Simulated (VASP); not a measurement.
Level of theory: PBE GGA, VASP's PBE PAW potentials (set 64) (plane waves; VASP 6.6.1).

Input for VASP

KPOINTS:
```
kpoints
0
Gamma
 14 14 14
```

INCAR:
```
! general
SYSTEM   =  Au
PREC     =  Accurate
ENCUT    =  800
LREAL    =  .FALSE.
LASPH    =  .TRUE.

! electronic loop
EDIFF    =  1E-6
NELM     =  100
ALGO     =  Normal
LMAXMIX  =  6

! smearing
ISMEAR   =  1
SIGMA    =  0.1

! functional
GGA      =  PE

! ions
ISIF     =  2

! output
LWAVE    =  .FALSE.
LCHARG   =  .FALSE.
```

**POSCAR**
```
Au
1
    0.0000000000     2.0400000000     2.0400000000
    2.0400000000     0.0000000000     2.0400000000
    2.0400000000     2.0400000000     0.0000000000
Au
1
Direct
  0.0000000000   0.0000000000   0.0000000000
```

POTCAR, in this order: Au (PBE.64 set). Program: vasp_std.

What VASP printed:

### OSZICAR
```
       N       E                     dE             d eps       ncg     rms          rms(c)
DAV:   1     0.618017533521E+02    0.61802E+02   -0.75582E+03  1880   0.157E+03
DAV:   2    -0.282739146011E+01   -0.64629E+02   -0.61393E+02  1914   0.244E+02
DAV:   3    -0.345583628613E+01   -0.62844E+00   -0.62739E+00  2224   0.257E+01
DAV:   4    -0.345785740569E+01   -0.20211E-02   -0.20211E-02  2107   0.150E+00
DAV:   5    -0.345786925893E+01   -0.11853E-04   -0.11853E-04  2139   0.114E-01    0.954E+00
DAV:   6    -0.321450548029E+01    0.24336E+00   -0.76867E-01  1919   0.866E+00    0.602E+00
DAV:   7    -0.319456690904E+01    0.19939E-01   -0.83412E-02  2034   0.282E+00    0.274E+00
DAV:   8    -0.319233731681E+01    0.22296E-02   -0.20729E-03  1984   0.484E-01    0.238E-01
DAV:   9    -0.319232686112E+01    0.10456E-04   -0.64256E-06  2104   0.296E-02    0.154E-02
DAV:  10    -0.319233258849E+01   -0.57274E-05   -0.26456E-06  2063   0.218E-02    0.187E-03
DAV:  11    -0.319233253135E+01    0.57138E-07   -0.38738E-08  1024   0.195E-03
   1 F= -.31923325E+01 E0= -.31924777E+01  d E =0.435544E-03
```

File OUTCAR:
```
------------------------ aborting loop because EDIFF is reached ----------------------------------------
  FORCE on cell =-STRESS in cart. coord.  units (eV):
  Direction    XX          YY          ZZ          XY          YZ          ZX
  --------------------------------------------------------------------------------------
  Total        0.9664851      0.9664851      0.9664851     -0.0000000      0.0000000      0.0000000
  in kB       91.1979860     91.1979860     91.1979860     -0.0000000      0.0000000      0.0000000
  external PRESSURE =      91.1979860 kB  Pullay stress =       0.0000000 kB
  volume of cell :       16.98
      direct lattice vectors                 reciprocal lattice vectors
     0.000000000  2.040000000  2.040000000    -0.245098039  0.245098039  0.245098039
     2.040000000  0.000000000  2.040000000     0.245098039 -0.245098039  0.245098039
     2.040000000  2.040000000  0.000000000     0.245098039  0.245098039 -0.245098039
 POSITION                                       TOTAL-FORCE (eV/Angst)
 -----------------------------------------------------------------------------------
      0.00000      0.00000      0.00000        -0.000000      0.000000      0.000000
 -----------------------------------------------------------------------------------
    total drift:                               -0.000000     -0.000000      0.000000
  FREE ENERGIE OF THE ION-ELECTRON SYSTEM (eV)
  ---------------------------------------------------
  free  energy   TOTEN  =        -3.1923325314 eV

  energy  without entropy=       -3.1927680749  energy(sigma->0) =       -3.19247771
```
(Selected blocks of OUTCAR.)

The compound is Au in the fcc structure. The cell was not relaxed at this level. The run is one of a series of settings (ENCUT = 800 against the base run), some of them coarse on purpose.
